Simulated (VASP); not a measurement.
# MgZn15S16 (a cell with a defect) (Wurtzite-4H) in VASP: notebook

The runs below take MgZn15S16 (a cell with a defect) (Wurtzite-4H) through electric field gradients, with PBE.

Program: VASP 6.6.1. These are calculated values, not measurements. Logs are shortened: lines on timing, memory, paths and dates and some standing lists are left out, and cuts for length are marked.

## (1) The structure

The cell holds a defect, 32 atoms: a = 7.645 Å, b = 7.645 Å, c = 12.520 Å, α = 90.00°, β = 90.00°, γ = 120.00°.

## (2) Electric field gradients, PBE

INCAR reads:

```
  PREC = Accurate
  ENCUT = 520
  EDIFF = 1E-8
  ISMEAR = -1
  SIGMA = 0.01
  LREAL = Auto
  LASPH = T
  NELM = 100
  ALGO = Fast
  ISIF = 2
  LWAVE = F
  LCHARG = F
  GGA = PE
  LEFG = T
  NBANDS = 161
```

KPOINTS reads:

```
regular mesh
0
Gamma
  3 3 2
```

POSCAR reads:

```
MgZn15S16
1.0
    7.6454000000      0.0000000000      0.0000000000
   -3.8227000000      6.6211106220      0.0000000000
    0.0000000000      0.0000000000     12.5200000000
Zn Mg S
15 1 16
Direct
    0.0000000000      0.0000000000      0.0000000000
    0.0000000000      0.5000000000      0.0000000000
    0.5000000000      0.0000000000      0.0000000000
    0.5000000000      0.5000000000      0.0000000000
    0.0000000000      0.0000000000      0.5000000000
    0.0000000000      0.5000000000      0.5000000000
    0.5000000000      0.0000000000      0.5000000000
    0.5000000000      0.5000000000      0.5000000000
    0.1666666666      0.8333333334      0.2500000000
    0.6666666666      0.3333333334      0.2500000000
    0.6666666666      0.8333333334      0.2500000000
    0.3333333334      0.1666666666      0.7500000000
    0.3333333334      0.6666666666      0.7500000000
    0.8333333334      0.1666666666      0.7500000000
    0.8333333334      0.6666666666      0.7500000000
    0.1666666666      0.3333333334      0.2500000000
    0.0000000000      0.0000000000      0.1875000000
    0.0000000000      0.5000000000      0.1875000000
    0.5000000000      0.0000000000      0.1875000000
    0.5000000000      0.5000000000      0.1875000000
    0.0000000000      0.0000000000      0.6875000000
    0.0000000000      0.5000000000      0.6875000000
    0.5000000000      0.0000000000      0.6875000000
    0.5000000000      0.5000000000      0.6875000000
    0.1666666666      0.3333333334      0.4375000000
    0.1666666666      0.8333333334      0.4375000000
    0.6666666666      0.3333333334      0.4375000000
    0.6666666666      0.8333333334      0.4375000000
    0.3333333334      0.1666666666      0.9375000000
    0.3333333334      0.6666666666      0.9375000000
    0.8333333334      0.1666666666      0.9375000000
    0.8333333334      0.6666666666      0.9375000000
```

Potentials or basis: VASP PAW PBE potentials, release 64 (Zn, Mg, S).

On the command line:

```bash
cat potpaw_PBE.64/Zn/POTCAR potpaw_PBE.64/Mg/POTCAR potpaw_PBE.64/S/POTCAR > POTCAR
mpirun -np 1 vasp_std > vasp.out
```

OUTCAR:

```text
PREC = Accurate
   ENCUT = 520
   EDIFF = 1E-8
   ISMEAR = -1
   LREAL = Auto
   LASPH = T
   NELM = 100
   ISIF = 2
   GGA = PE

 ion  position               nearest neighbor table
   1  0.000  0.000  0.000-  31 2.34  32 2.34  29 2.34  17 2.35
   2  0.000  0.500  0.000-  32 2.34  31 2.34  30 2.34  18 2.35
   3  0.500  0.000  0.000-  29 2.34  30 2.34  31 2.34  19 2.35
   4  0.500  0.500  0.000-  30 2.34  29 2.34  32 2.34  20 2.35
   5  0.000  0.000  0.500-  26 2.34  25 2.34  28 2.34  21 2.35
   6  0.000  0.500  0.500-  25 2.34  26 2.34  27 2.34  22 2.35
[... 24 lines left out ...]
  31  0.833  0.167  0.938-   1 2.34   2 2.34   3 2.34  14 2.35
  32  0.833  0.667  0.938-   2 2.34   1 2.34   4 2.34  15 2.35

  LATTYP: Found a hexagonal cell.
 ALAT       =     7.6454000000
 C/A-ratio  =     1.6375859994

  Lattice vectors:

 A1 = (   7.6454000000,   0.0000000000,   0.0000000000)
 A2 = (  -3.8227000000,   6.6211106220,   0.0000000000)
 A3 = (   0.0000000000,   0.0000000000,  12.5200000000)

Analysis of symmetry for initial positions (statically):
=====================================================================
 Subroutine PRICEL returns:
 Original cell was already a primitive cell.

 Routine SETGRP: Setting up the symmetry group for a
 hexagonal supercell.

 Subroutine GETGRP returns: Found  6 space group operations
 (whereof  2 operations were pure point group operations)
 out of a pool of 24 trial point group operations.

The static configuration has the point symmetry C_1h.
 The point group associated with its full space group is C_3v.

Analysis of symmetry for dynamics (positions and initial velocities):
=====================================================================
 Subroutine PRICEL returns:
 Original cell was already a primitive cell.

 Routine SETGRP: Setting up the symmetry group for a
 hexagonal supercell.

 Subroutine GETGRP returns: Found  6 space group operations
 (whereof  2 operations were pure point group operations)
 out of a pool of 24 trial point group operations.

[... 1121 lines left out ...]
    151       7.2885      0.00000
 [bands above 151 left out]

------------------------ aborting loop because EDIFF is reached ----------------------------------------

  FORCE on cell =-STRESS in cart. coord.  units (eV):
  Direction    XX          YY          ZZ          XY          YZ          ZX
  --------------------------------------------------------------------------------------
  -------------------------------------------------------------------------------------
  Total        8.7073681      8.7073681      7.8901544      0.0000000     -0.0000000      0.0000000
  in kB       22.0121316     22.0121316     19.9462243      0.0000000     -0.0000000      0.0000000
  external PRESSURE =      21.3234958 kB  Pullay stress =       0.0000000 kB

 VOLUME and BASIS-vectors are now :
 -----------------------------------------------------------------------------
  energy-cutoff  :      520.00
  volume of cell :      633.78
      direct lattice vectors                 reciprocal lattice vectors
     7.645400000  0.000000000  0.000000000     0.130797604  0.075516032  0.000000000
    -3.822700000  6.621110622  0.000000000     0.000000000  0.151032064  0.000000000
     0.000000000  0.000000000 12.520000000     0.000000000  0.000000000  0.079872204

 POSITION                                       TOTAL-FORCE (eV/Angst)
 -----------------------------------------------------------------------------------
      0.00000      0.00000      0.00000        -0.000000     -0.036829      0.030573
     -1.91135      3.31056      0.00000        -0.031895      0.018414      0.030573
      3.82270      0.00000      0.00000        -0.000000     -0.000000      0.017481
      1.91135      3.31056      0.00000         0.031895      0.018414      0.030573
      0.00000      0.00000      6.26000        -0.000000      0.015183      0.051195
     -1.91135      3.31056      6.26000         0.013149     -0.007592      0.051195
[... 24 lines left out ...]
      5.73405      1.10352     11.73750        -0.001820     -0.001051      0.010217
      3.82270      4.41407     11.73750        -0.000000     -0.000000     -0.019392
 -----------------------------------------------------------------------------------
    total drift:                               -0.000003     -0.000002      0.010688

  FREE ENERGIE OF THE ION-ELECTRON SYSTEM (eV)
  ---------------------------------------------------
  free  energy   TOTEN  =      -110.9156569664 eV

  energy  without entropy=     -110.9156569664  energy(sigma->0) =     -110.91565697

 Electric field gradients (V/A^2)
---------------------------------------------------------------------
 ion       V_xx      V_yy      V_zz      V_xy      V_xz      V_yz
---------------------------------------------------------------------
   1      -0.652    -1.460     2.112    -0.002     0.000    -0.065
   2      -1.256    -0.855     2.112     0.347    -0.056     0.033
   3      -1.145    -1.147     2.291    -0.002     0.000    -0.000
   4      -1.256    -0.855     2.112    -0.350     0.056     0.033
   5      -0.636    -0.654     1.289    -0.002    -0.000    -0.147
   6      -0.648    -0.642     1.289     0.005    -0.128     0.074
[... 24 lines left out ...]
  31      -0.955    -1.217     2.172     0.226     0.071     0.041
  32      -0.626    -0.626     1.251    -0.000     0.000    -0.000
---------------------------------------------------------------------

 Electric field gradients after diagonalization (V/A^2)
 (convention: |V_zz| > |V_xx| > |V_yy|)
----------------------------------------------------------------------
 ion       V_xx      V_yy      V_zz     asymmetry (V_yy - V_xx)/ V_zz
----------------------------------------------------------------------
   1      -1.461    -0.652     2.113       0.383
   2      -1.458    -0.655     2.113       0.380
   3      -1.148    -1.144     2.291       0.002
   4      -1.461    -0.652     2.113       0.383
   5      -0.665    -0.636     1.301       0.023
   6      -0.662    -0.638     1.301       0.018
[... 24 lines left out ...]
  31      -1.347    -0.827     2.174       0.240
  32      -0.626    -0.625     1.251       0.000
----------------------------------------------------------------------

           NMR quadrupolar parameters

 Cq : quadrupolar parameter    Cq=e*Q*V_zz/h
 eta: asymmetry parameters     (V_yy - V_xx)/ V_zz
 Q  : nuclear electric quadrupole moment in mb (millibarn)
----------------------------------------------------------------------
 ion       Cq(MHz)       eta       Q (mb)
----------------------------------------------------------------------
   1       0.005       0.383       1.000
   2       0.005       0.380       1.000
   3       0.006       0.002       1.000
   4       0.005       0.383       1.000
   5       0.003       0.023       1.000
   6       0.003       0.018       1.000
[... 24 lines left out ...]
  31       0.005       0.240       1.000
  32       0.003       0.000       1.000
----------------------------------------------------------------------
```

OSZICAR:

```text
N       E                     dE             d eps       ncg     rms          rms(c)
DAV:   1     0.279201607529E+04    0.27920E+04   -0.12122E+05  1932   0.205E+03
[... 24 lines left out ...]
RMM:  26    -0.110915657816E+03   -0.39964E-06   -0.15113E-06  2178   0.307E-03    0.661E-03
RMM:  27    -0.110915657419E+03    0.39614E-06   -0.35736E-07  2194   0.206E-03    0.418E-03
RMM:  28    -0.110915657154E+03    0.26559E-06   -0.20921E-07  2161   0.101E-03    0.452E-03
RMM:  29    -0.110915656967E+03    0.18718E-06   -0.13597E-07  2136   0.142E-03    0.704E-03
RMM:  30    -0.110915656908E+03    0.58535E-07   -0.54655E-08  1956   0.695E-04    0.693E-03
RMM:  31    -0.110915656976E+03   -0.67746E-07   -0.22432E-08  1449   0.464E-04    0.393E-03
RMM:  32    -0.110915656966E+03    0.94296E-08   -0.12846E-08  1304   0.310E-04
   1 F= -.11091566E+03 E0= -.11091566E+03  d E =-.143679E-11
```

stdout:

```text
POSCAR found type information on POSCAR ZnMgS
 POSCAR found :  3 types and      32 ions
 scaLAPACK will be used
 LDA part: xc-table for (Slater+PW92), standard interpolation
 POSCAR, INCAR and KPOINTS ok, starting setup
 FFT: planning ... GRIDC
 FFT: planning ... GRID_SOFT
 FFT: planning ... GRID
 WAVECAR not read
 entering main loop
WARNING in EDDRMM: call to ZHEGV failed, returncode =   8  4    151
WARNING in EDDRMM: call to ZHEGV failed, returncode =   8  4    142
WARNING in EDDRMM: call to ZHEGV failed, returncode =   8  4    159
ion   1

ion   2
     0.0000468     0.0019574    -0.0006206     0.0735189     0.0010748    -0.0011301
     0.0000645     0.0019574    -0.0006206     0.0735189     0.0010748    -0.0011301
     0.0000888     0.0019574    -0.0006206     0.0735189     0.0010748    -0.0011301
     0.0001223     0.0019574    -0.0006206     0.0735189     0.0010748    -0.0011301

     0.0000468    -0.3171103    -0.0405413    -1.7178970     0.0702195     0.1830838
     0.0000645    -0.3171057    -0.0405404    -1.7178600     0.0702180     0.1830811
     0.0000888    -0.3170981    -0.0405389    -1.7177991     0.0702154     0.1830767
     0.0001223    -0.3170855    -0.0405365    -1.7176994     0.0702113     0.1830694
[... 120 lines left out ...]
ion  22
     0.0000369    -0.0151402     0.0197070    -0.0664574    -0.0341335     0.0087412
     0.0000508    -0.0151402     0.0197070    -0.0664574    -0.0341335     0.0087412
     0.0000700    -0.0151402     0.0197070    -0.0664574    -0.0341335     0.0087412
     0.0000964    -0.0151402     0.0197070    -0.0664574    -0.0341335     0.0087412

     0.0000369    -0.2376517     0.3011001    -0.9768474    -0.5215207     0.1372083
     0.0000508    -0.2376
```

Run time: 23 min. Hardware: 1 thread of Intel Xeon 6975P-C (Granite Rapids), shared host; peak memory 0.96 GiB.

Results:

| Property | Result |
| --- | --- |
| Free energy | -110.9157 eV |
| Pressure | 2.1 GPa |
| Largest force | 0.718 eV/Å |
| Band gap on the k mesh | 2.22 eV, direct |

Forces in eV/Å, atoms in the order of the input:
```
Zn   0.000 -0.037  0.031
Zn  -0.032  0.018  0.031
Zn   0.000  0.000  0.017
Zn   0.032  0.018  0.031
Zn   0.000  0.015  0.051
Zn   0.013 -0.008  0.051
Zn   0.000  0.000  0.035
Zn  -0.013 -0.008  0.051
Zn  -0.043 -0.025 -0.023
Zn   0.000  0.049 -0.023
Zn   0.043 -0.025 -0.023
Zn  -0.004  0.002  0.004
Zn   0.000 -0.005  0.004
Zn   0.004  0.002  0.004
Zn   0.000  0.000  0.024
Mg   0.000  0.000  0.021
S    0.000 -0.659 -0.276
S   -0.570  0.329 -0.276
S    0.000  0.000 -0.043
S    0.570  0.329 -0.276
S    0.000 -0.008 -0.043
S   -0.007  0.004 -0.043
S    0.000  0.000 -0.048
S    0.007  0.004 -0.043
S    0.000  0.000  0.718
S    0.002  0.001  0.011
S    0.000 -0.003  0.011
S   -0.002  0.001  0.011
S    0.002 -0.001  0.010
S    0.000  0.002  0.010
S   -0.002 -0.001  0.010
S    0.000  0.000 -0.019
```

Stress tensor (GPa, compression positive):
```
2.20 0.00 0.00
0.00 2.20 0.00
0.00 0.00 1.99
```

Levels at points of the mesh, in eV from the valence-band top:
```
           k point  band 137  band 138  band 139  band 140  band 141  band 142
(0.00, 0.00, 0.00)     -0.05      0.00      0.00      2.22      3.24      3.34
(0.00, 0.00, 0.50)     -0.18     -0.10     -0.10      3.02      3.09      3.35
```

Electric field gradients, principal values (V/Å²):
```
 atom     Vxx     Vyy      Vzz
 1 Zn  -0.652  -1.461    2.113
 2 Zn  -0.655  -1.458    2.113
 3 Zn  -1.144  -1.148    2.291
 4 Zn  -0.652  -1.461    2.113
 5 Zn  -0.636  -0.665    1.301
 6 Zn  -0.638  -0.662    1.301
 7 Zn  -0.909  -0.913    1.822
 8 Zn  -0.636  -0.665    1.301
 9 Zn  -0.381  -0.434    0.815
10 Zn  -0.381  -0.434    0.815
11 Zn  -0.379  -0.435    0.814
12 Zn  -0.142  -0.273    0.415
13 Zn  -0.145  -0.270    0.415
14 Zn  -0.145  -0.270    0.415
15 Zn   0.056   0.060   -0.116
16 Mg  -0.113  -0.116    0.230
 17 S  23.154  24.874  -48.028
 18 S  23.154  24.874  -48.027
 19 S  -0.609  -0.610    1.219
 20 S  23.154  24.874  -48.028
 21 S  -0.315  -1.086    1.400
 22 S  -0.315  -1.086    1.400
 23 S  -0.831  -0.831    1.662
 24 S  -0.315  -1.086    1.400
 25 S  22.214  22.214  -44.428
 26 S  -1.024  -1.128    2.152
 27 S  -1.024  -1.128    2.152
 28 S  -1.024  -1.127    2.152
 29 S  -0.826  -1.348    2.174
 30 S  -0.827  -1.347    2.174
 31 S  -0.827  -1.347    2.174
 32 S  -0.625  -0.626    1.251
```

PBE gaps usually lie below the measured ones, often by a third to a half.

(Part 1 of 4 ends here.)
